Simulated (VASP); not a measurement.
All values below come from PBE GGA with D3 dispersion (Becke-Johnson damping), VASP's PBE PAW potentials (set 64) (plane waves; VASP).

Input for VASP

POSCAR:
```
Al
1.0
  0.0000000000   2.0085824233   2.0085824233
  2.0085824233   0.0000000000   2.0085824233
  2.0085824233   2.0085824233   0.0000000000
Al
1
Direct
  0.0000000000   0.0000000000   0.0000000000
```

INCAR:
```
ALGO = Normal
EDIFF = 1E-7
ENCUT = 520
GGA = PE
ISIF = 2
ISMEAR = 1
IVDW = 12
LASPH = .TRUE.
LCHARG = .FALSE.
LREAL = .FALSE.
LWAVE = .FALSE.
NELM = 100
PREC = Accurate
SIGMA = 0.1
SYSTEM = Al
```

File KPOINTS:
```
Automatic mesh
0
Gamma
16 16 16
0 0 0
```

POTCAR, in this order: Al (PBE.64 set). Program: vasp_std.

Problem. What will the output report for the number of irreducible k-points (NKPTS), largest plane-wave count, number of space-group operations, FFT grid (NGX, NGY, NGZ)?

Solution. 
| Item | Result |
|---|---|
| number of irreducible k-points (NKPTS) | 145 |
| largest plane-wave count | 452 |
| number of space-group operations | 48 |
| FFT grid (NGX, NGY, NGZ) | 24 × 24 × 24 |

The compound is Al in the fcc structure. This cell is one point of a volume scan, at 1.03 of the reference volume.
